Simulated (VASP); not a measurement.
Given:

```xyz
4
Lattice="4.2174 0.0000 0.0000 -2.1087 3.6524 0.0000 0.0000 0.0000 6.7966" Properties=species:S:1:pos:R:3 pbc="T T T"
Mg     2.1087     1.2175     3.3861
Mg     0.0000     2.4349     6.7844
Se     2.1087     1.2175     5.9592
Se     0.0000     2.4349     2.5609
```

These are PBEsol GGA, VASP's PBE PAW potentials (set 64) (plane waves; VASP) values and carry that method's errors. Run with 400 eV cut-off, Gaussian smearing of 0.050 eV, potentials Mg Se.

Task: Give the energies of bands 3 to 11 at the high-symmetry points, in eV from the valence-band maximum.

Result: 
```json
[
 {"band": "3", "Γ": "-3.32", "M": "-3.10", "K": "-2.49", "A": "-2.06", "L": "-3.19", "H": "-2.90"},
 {"band": "4", "Γ": "-0.52", "M": "-2.56", "K": "-2.43", "A": "-2.06", "L": "-3.19", "H": "-2.90"},
 {"band": "5", "Γ": "-0.52", "M": "-1.96", "K": "-2.43", "A": "-0.30", "L": "-0.88", "H": "-2.02"},
 {"band": "6", "Γ": "-0.07", "M": "-1.24", "K": "-1.41", "A": "-0.30", "L": "-0.88", "H": "-2.02"},
 {"band": "7", "Γ": "-0.07", "M": "-0.99", "K": "-1.41", "A": "-0.30", "L": "-0.86", "H": "-0.57"},
 {"band": "8", "Γ": "0.00", "M": "-0.44", "K": "-1.39", "A": "-0.30", "L": "-0.86", "H": "-0.57"},
 {"band": "9", "Γ": "2.53", "M": "4.06", "K": "4.23", "A": "4.08", "L": "3.93", "H": "4.94"},
 {"band": "10", "Γ": "3.83", "M": "4.56", "K": "6.68", "A": "4.08", "L": "3.93", "H": "4.94"},
 {"band": "11", "Γ": "6.73", "M": "5.07", "K": "6.81", "A": "6.89", "L": "5.51", "H": "5.86"}
]
```

The gap is direct, 2.53 eV, from the valence maximum at Γ to the conduction minimum at Γ.

The structure comes from a computed database's MgSe entry (P6_3mc); how it stands against other phases isn't given here. It was relaxed first.
